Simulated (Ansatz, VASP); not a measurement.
# ZnSe in two plane-wave programs, part 2 of 2

One calculation is typed for both programs; each brings its own data sets. How far apart do they land? The cell is taken from a series of runs on this material, whose earlier steps may have relaxed, scaled, displaced or heated it; both programs get it as it stands.

VASP 6.6.1 and Ansatz 0.2.0.

So far. Step 2 (Ansatz: single point, HSE06): The run ends at a pressure of -0.22 GPa.

### 3. VASP: single point, HSE06

Level of this step: HSE06; plane waves and PAW (Se, Zn) (VASP).

The same cell, functional, mesh and smearing now go to VASP, with its own data sets.

Lines of VASP's logs that name or quote its potential files are left out, and so is its time.

The run reads the wave functions of an earlier VASP run, which isn't shown here.

INCAR

```
SYSTEM = ZnSe
PREC = Accurate
ENCUT = 400
EDIFF = 1E-06
NELM = 100
ISMEAR = -1
SIGMA = 0.02
LREAL = .FALSE.
ALGO = Normal
LHFCALC = .TRUE.
AEXX = 0.25
GGA = PE
HFSCREEN = 0.208
LASPH = .TRUE.
NBANDS = 15
PRECFOCK = Fast
LORBIT = 11
LWAVE = .FALSE.
LCHARG = .FALSE.
KPAR = 8
ISIF = 2
```

POSCAR

```
ZnSe
1.0
    0.0000000000      2.8537093671      2.8537093671
    2.8537093671      0.0000000000      2.8537093671
    2.8537093671      2.8537093671      0.0000000000
Se Zn
1 1
Direct
    0.7500000000      0.7500000000      0.7500000000
    0.0000000000      0.0000000000      0.0000000000
```

KPOINTS

```
Automatic mesh
0
Gamma
6 6 6
0 0 0
```

PAW data sets: Se and Zn (PBE family, release 64).

The run is started by

```bash
> mpirun -np 8 vasp_std
```

Numbers of over 12 decimals in the logs are rounded to 6 here.

The log of the run:

```text
[banner, memory and clock lines left out]
running    8 mpi-ranks, on    1 nodes
 distrk:  each k-point on    1 cores,    8 groups
 distr:  one band on    1 cores,    1 groups

 POSCAR found type information on POSCAR SeZn
 POSCAR found :  2 types and       2 ions
|                                                                             |
|           W    W    AA    RRRRR   N    N  II  N    N   GGGG   !!!           |
|           W    W   A  A   R    R  NN   N  II  NN   N  G    G  !!!           |
|           W    W  A    A  R    R  N N  N  II  N N  N  G       !!!           |
|           W WW W  AAAAAA  RRRRR   N  N N  II  N  N N  G  GGG   !            |
|           WW  WW  A    A  R   R   N   NN  II  N   NN  G    G                |
|           W    W  A    A  R    R  N    N  II  N    N   GGGG   !!!           |
|                                                                             |
|     For optimal performance we recommend to set                             |
|       NCORE = 2 up to number-of-cores-per-socket                            |
|     NCORE specifies how many cores store one orbital (NPAR=cpu/NCORE).      |
|     This setting can greatly improve the performance of VASP for DFT.       |
|     The default, NCORE=1 might be grossly inefficient on modern             |
|     multi-core architectures or massively parallel machines. Do your        |
|     Unfortunately you need to use the default for GW and RPA                |
|     calculations (for HF NCORE is supported but not extensively tested      |
|     yet).                                                                   |
|                                                                             |

 LDA part: xc-table for (Slater+PW92), standard interpolation
 found WAVECAR, reading the header
 POSCAR, INCAR and KPOINTS ok, starting setup
 FFT: planning ... GRIDC
 FFT: planning ... GRID_SOFT
 FFT: planning ... GRID
 reading WAVECAR
 the WAVECAR file was read successfully
 initial charge from wavefunction
 entering main loop
       N       E                     dE             d eps       ncg     rms          rms(c)
DAV:   1    -0.744495584041E+01   -0.74450E+01   -0.67217E-01   649   0.235E+01    0.210E+00
DAV:   2    -0.742573385628E+01    0.19222E-01   -0.17824E-01   564   0.817E+00    0.109E+00
DAV:   3    -0.742577339076E+01   -0.39534E-04   -0.17173E-02   613   0.202E+00    0.690E-01
DAV:   4    -0.742542435354E+01    0.34904E-03   -0.13604E-03   543   0.427E-01    0.406E-01
DAV:   5    -0.742531331618E+01    0.11104E-03   -0.19872E-04   589   0.131E-01    0.232E-01
DAV:   6    -0.742528331664E+01    0.30000E-04   -0.39330E-05   543   0.605E-02    0.129E-01
DAV:   7    -0.742527080296E+01    0.12514E-04   -0.43944E-06   529   0.206E-02    0.708E-02
DAV:   8    -0.742526583284E+01    0.49701E-05   -0.17686E-06   508   0.103E-02    0.378E-02
DAV:   9    -0.742526449127E+01    0.13416E-05   -0.60865E-07   317   0.620E-03    0.203E-02
DAV:  10    -0.742526398541E+01    0.50587E-06   -0.27140E-07   240   0.428E-03
   1 F= -.74252640E+01 E0= -.74252640E+01  d E =-.349535E-10
```

OUTCAR, selected parts (step 3):

```text
ion  position               nearest neighbor table
   1  0.750  0.750  0.750-   2 2.47   2 2.47   2 2.47   2 2.47
   2  0.000  0.000  0.000-   1 2.47   1 2.47   1 2.47   1 2.47

  LATTYP: Found a face centered cubic cell.
 ALAT       =     5.7074187342

 Subroutine GETGRP returns: Found 24 space group operations
 (whereof 24 operations were pure point group operations)

The static configuration has the point symmetry T_d .

 Found     16 irreducible k-points:

   k-points           NKPTS =     16   k-points in BZ     NKDIM =    216   number of bands    NBANDS=     15

   dimension x,y,z NGX =    28 NGY =   28 NGZ =   28
   dimension x,y,z NGXF=    56 NGYF=   56 NGZF=   56

   ENCUT  =  400.0 eV  29.40 Ry    5.42 a.u.   6.58  6.58  6.58*2*pi/ulx,y,z

   NELECT =      18.0000    total number of electrons

 k-points in reciprocal lattice and weights: Automatic mesh
   0.00000000  0.00000000  0.00000000       0.005
   0.16666667  0.00000000  0.00000000       0.037
   0.33333333  0.00000000  0.00000000       0.037
   0.50000000  0.00000000  0.00000000       0.019
   0.16666667  0.16666667  0.00000000       0.028
   0.33333333  0.16666667  0.00000000       0.111
   0.50000000  0.16666667  0.00000000       0.111
  -0.33333333  0.16666667  0.00000000       0.111
  -0.16666667  0.16666667  0.00000000       0.056
[...]
-0.33333333  0.33333333  0.16666667       0.111
  -0.33333333  0.50000000  0.16666667       0.056

  exchange ACFDT corr.  =         0.00000000  see jH, gK, PRB 81, 115126

 average (electrostatic) potential at core
       1 -52.3943       2 -29.7111

 E-fermi :   1.1806

 k-point     1 :       0.0000    0.0000    0.0000
  band No.  band energies     occupation
    ...
      5      -7.0101      2.00000
      6      -7.0101      2.00000
      7       0.7885      2.00000
      8       0.7885      2.00000
      9       0.7885      2.00000
     10       3.0970      0.00000
     11       7.7323      0.00000
     12       7.7323      0.00000
     13       7.7323      0.00000
     14      11.9857      0.00000
    ...

 k-point     2 :       0.1667    0.0000    0.0000
  band No.  band energies     occupation
    ...
      5      -7.0114      2.00000
      6      -7.0114      2.00000
      7      -1.1253      2.00000
      8       0.5346      2.00000
      9       0.5346      2.00000
     10       4.3507      0.00000
     11       7.7573      0.00000
     12       8.1493      0.00000
     13       8.1494      0.00000
     14      12.3833      0.00000
    ...

 k-point     3 :       0.3333    0.0000    0.0000
  band No.  band energies     occupation
    ...
      5      -7.0054      2.00000
      6      -7.0054      2.00000
      7      -3.4774      2.00000
      8       0.0985      2.00000
      9       0.0985      2.00000
     10       4.5348      0.00000
     11       8.4009      0.00000
     12       8.4009      0.00000
     13       9.4871      0.00000
     14      12.3670      0.00000
    ...

  Total       -0.1399406     -0.1399406     -0.1399406     -0.0000000      0.0000000     -0.0000000
  in kB       -4.8238660     -4.8238660     -4.8238660     -0.0000000      0.0000000     -0.0000000
  external PRESSURE =      -4.8238660 kB  Pullay stress =       0.0000000 kB

  energy-cutoff  :      400.00
  volume of cell :       46.48
      direct lattice vectors                 reciprocal lattice vectors
     0.000000000  2.853709367  2.853709367    -0.175210554  0.175210554  0.175210554
     2.853709367  0.000000000  2.853709367     0.175210554 -0.175210554  0.175210554
     2.853709367  2.853709367  0.000000000     0.175210554  0.175210554 -0.175210554

 POSITION                                       TOTAL-FORCE (eV/Angst)
 -----------------------------------------------------------------------------------
      4.28056      4.28056      4.28056         0.000000      0.000000      0.000000
      0.00000      0.00000      0.00000        -0.000000     -0.000000     -0.000000
 -----------------------------------------------------------------------------------
    total drift:                               -0.000099     -0.000070     -0.000063

  FREE ENERGIE OF THE ION-ELECTRON SYSTEM (eV)
  ---------------------------------------------------
  free  energy   TOTEN  =        -7.4252639854 eV

  energy  without entropy=       -7.4252639854  energy(sigma->0) =       -7.42526399

 total charge
# of ion       s       p       d       tot
------------------------------------------
    1        1.444   2.484   0.025   3.954
    2        0.490   0.424   9.819  10.734
--------------------------------------------------
tot          1.934   2.908   9.845  14.687

[... 3 further parts left out ...]
```

The run ends at a pressure of -0.48 GPa.

### 4. Side by side

Known differences besides the potentials themselves: exact exchange at q = 0 is treated differently, which shows on coarse meshes; VASP keeps PBE cores, Ansatz makes them for the functional; the data sets hold 28 valence electrons in Ansatz (on its PAW soft_1 files) and 18 in VASP; the cutoff is 600 eV in Ansatz and 400 eV in VASP; VASP takes a coarser grid for exact exchange (PRECFOCK = Fast). Total energies have different zeros and are not compared.

Both answers:

```csv
quantity,Ansatz,VASP,difference
pressure (GPa),-0.22,-0.48,+0.26
gap on the k mesh (eV),2.320,2.308,+0.012
```

A gap on the mesh is an upper bound, since the band edges may lie between its points.

### 5. Results

| Quantity | Value |
| --- | --- |
| difference in gap on the k mesh (single point, HSE06) | 0.012 eV |

**Reading.** The difference in gap on the k mesh is 0.012 eV (single point, HSE06), within the 0.08 eV picked in this series as the mark of a large difference. The data sets hold unlike numbers of valence electrons (28 in Ansatz and 18 in VASP), so part of the differences comes from the potentials. Such differences can come from data sets, numerical settings and the points named under the comparisons, not from the functional's error against experiment.

[Lines on the potential files, build, host, timing and source positions are cut from VASP's logs without a mark.]

[Logs are printed without paths, hosts, clocks, repeated set-up lines and the standing remarks that a program may print on its own settings, such as how far it seeks lower states.]

[Hosts, paths, dates, database ids (printed as entryN), source tags and the programs' standing remarks are cut or masked in the printed files.]
